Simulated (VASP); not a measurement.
```yaml
crystal:
  lattice:
    - [4.51464, 0.00000, 0.00000]
    - [0.00000, 4.51464, 0.00000]
    - [0.00000, 0.00000, 3.01676]
  atoms:
    - { symbol: Mg, position: [0.00000, 0.00000, 0.00000] }
    - { symbol: Mg, position: [0.50000, 0.50000, 0.50000] }
    - { symbol: H, position: [0.30413, 0.30413, 0.00000] }
    - { symbol: H, position: [0.80413, 0.19587, 0.50000] }
    - { symbol: H, position: [0.19587, 0.80413, 0.50000] }
    - { symbol: H, position: [0.69587, 0.69587, 0.00000] }
```

Computed with PBE GGA with D4 dispersion, VASP's PBE PAW potentials (set 64) (plane waves; VASP 6.6.1). Settings: 520 eV cut-off, 5×5×7 Γ-centred mesh, Gaussian smearing of 0.050 eV, potentials Mg H.

### Question
Give the stress tensor in GPa (positive for a compressed cell).

### Answer

```
-1.96   0.00   0.00
 0.00  -1.96   0.00
 0.00   0.00  -2.12
```
The pressure is its mean diagonal, -2.01 GPa.

The compound is MgH2 in the rutile structure. This cell is one point of a volume scan, at 1.03 of the reference volume.
